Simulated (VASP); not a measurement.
These are PBEsol GGA, VASP's PBE PAW potentials (set 64) (plane waves; VASP) values and carry that method's errors.

Input for VASP

File POSCAR:
```
Au3Pd
1
    4.0263451731     0.0000000000     0.0000000000
   -0.0000000000     4.0263451731    -0.0000000000
    0.0000000000    -0.0000000000     4.0263451731
Pd Au
1 3
Direct
  0.0000000000   0.0000000000   0.0000000000
  0.5000000000   0.5000000000   0.0000000000
  0.5000000000   0.0000000000   0.5000000000
  0.0000000000   0.5000000000   0.5000000000
```

**KPOINTS**
```
k-points along high-symmetry lines
15
Line-mode
Reciprocal
  0.000000   0.000000   0.000000 ! GAMMA
  0.000000   0.500000   0.000000 ! X

  0.000000   0.500000   0.000000 ! X
  0.500000   0.500000   0.000000 ! M

  0.500000   0.500000   0.000000 ! M
  0.000000   0.000000   0.000000 ! GAMMA

  0.000000   0.000000   0.000000 ! GAMMA
  0.500000   0.500000   0.500000 ! R

  0.500000   0.500000   0.500000 ! R
  0.000000   0.500000   0.000000 ! X

  0.500000   0.500000   0.500000 ! R
  0.500000   0.500000   0.000000 ! M
```

### INCAR
```
# general
SYSTEM =Au3Pd
PREC   =Accurate
ENCUT  =400   # plane-wave cut-off (eV)
LREAL  =.False.   # projection in real space or not
LASPH  =.True.   # aspherical one-centre terms
ICHARG =11   # fixed density

# electronic loop
EDIFF  =1E-7
NELM   =100
ALGO   =Normal   # blocked Davidson
LMAXMIX=6

# smearing
ISMEAR =0   # Gaussian
SIGMA  =0.05   # width (eV)

# functional
GGA    =PS   # PBEsol

# output
LWAVE  =.False.
LCHARG =.False.
LORBIT =11   # lm-projected
```

POTCAR, in this order: Pd Au (PBE.64 set). Program: vasp_std. Read from the step before: CHGCAR.

Output

OSZICAR:
```
       N       E                     dE             d eps       ncg     rms          rms(c)
DAV:   1     0.243440421028E+03    0.24344E+03   -0.19065E+04  4516   0.133E+03
DAV:   2    -0.927472987803E+01   -0.25272E+03   -0.24691E+03  5282   0.317E+02
DAV:   3    -0.151673537434E+02   -0.58926E+01   -0.57745E+01  4979   0.480E+01
DAV:   4    -0.152408790815E+02   -0.73525E-01   -0.73427E-01  4827   0.520E+00
DAV:   5    -0.152422317707E+02   -0.13527E-02   -0.13519E-02  4992   0.715E-01
DAV:   6    -0.152422664017E+02   -0.34631E-04   -0.34629E-04  4963   0.109E-01
DAV:   7    -0.152422674228E+02   -0.10211E-05   -0.10213E-05  4993   0.178E-02
DAV:   8    -0.152422674579E+02   -0.35052E-07   -0.35341E-07  3757   0.301E-03
   1 F= -.15242267E+02 E0= -.15241097E+02  d E =-.234059E-02
```

OUTCAR:
```
 val. band max:        9.3231704837   @ k =   0.4286   0.5000   0.0000

 cond. band min:       9.3576798865   @ k =   0.5000   0.5000   0.4286



 k-point     1 :       0.0000    0.0000    0.0000
  band No.  band energies     occupation
      1      -0.0590      2.00000
      2       2.4245      2.00000
      3       2.8220      2.00000
      4       2.8220      2.00000
      5       2.9331      2.00000
      6       2.9331      2.00000
      7       2.9331      2.00000
      8       5.2488      2.00000
      9       5.2488      2.00000
     10       5.2488      2.00000
     11       6.7022      2.00000
     12       6.7022      2.00000
     13       7.6822      2.00000
     14       8.0333      2.00000
     15       8.0333      2.00000
     16       8.0333      2.00000
     17       8.5048      2.00000
     18       8.5048      2.00000
     19       8.9732      2.00000
     20       8.9732      2.00000
     21       8.9732      2.00000
     22      10.9345      0.00000
     23      10.9345      0.00000
     24      10.9345      0.00000
     25      15.8229      0.00000

 k-point     2 :       0.0000    0.0357    0.0000
  band No.  band energies     occupation
      1      -0.0439      2.00000
      2       2.4334      2.00000
      3       2.8277      2.00000
      4       2.8333      2.00000
      5       2.9382      2.00000
      6       2.9415      2.00000
      7       2.9415      2.00000
      8       5.2413      2.00000
      9       5.2546      2.00000
     10       5.2546      2.00000
     11       6.6925      2.00000
     12       6.7047      2.00000
     13       7.6720      2.00000
     14       7.9920      2.00000
     15       7.9920      2.00000
     16       8.0333      2.00000
     17       8.4927      2.00000
     18       8.4987      2.00000
     19       8.9315      2.00000
     20       8.9315      2.00000
     21       8.9731      2.00000
     22      10.8295      0.00000
     23      11.0138      0.00000
     24      11.0138      0.00000
...
```

The density is held fixed in this step, so its total energy and stress have no physical meaning. Unless said otherwise, spin-orbit coupling is left out, though it shifts the bands of the heavy elements here.

The structure was generated: Au3Pd was put into an ordered model structure (Pm-3m), which need not be its known phase. It was relaxed first. The electron count is odd and the run is not spin-polarised, which forces a metal.
